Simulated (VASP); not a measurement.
Here is the system:

```xyz
8
Lattice="0.0000 2.8919 2.8919 2.8919 0.0000 2.8919 11.5642 11.5642 0.0032" Properties=species:S:1:pos:R:3 pbc="T T T"
In    11.5518    11.5518     0.0156
As     1.5360     1.5360     1.3559
As     4.3607     4.3607     1.4230
As     7.2014     7.2014     1.4742
As    10.0341    10.0341     1.5333
Al     5.8393     5.8393     5.7281
Al     8.6755     8.6755     5.7838
Al     8.6247     8.6247     0.0509
```

Calculation: PBEsol GGA, VASP's PBE PAW potentials (set 64) (plane waves; VASP). Numerical set-up: 400 eV cut-off, 8×8×2 Γ-centred mesh, tetrahedra with Blöchl corrections, potentials In_d As Al.

The cores are frozen, which limits the accuracy of field gradients.

Give the principal components of the electric field gradient (V/Å²) and the asymmetry η at each nucleus.

```
atom    Vxx    Vyy    Vzz     η
----  -----  -----  -----  ----
In1    -8.3   -8.3   16.7  0.00
As2     0.0    0.0    0.1     -
As3     7.2    7.2  -14.4  0.00
As4     8.4    8.4  -16.7  0.00
As5   -18.6  -18.6   37.3  0.00
Al6     0.5    0.5   -0.9  0.00
Al7     1.1    1.1   -2.3  0.00
Al8     0.8    0.8   -1.5  0.00
```

The structure was generated: Al3InAs4 was put into an ordered model structure (R3m), which need not be its known phase. It was relaxed first.
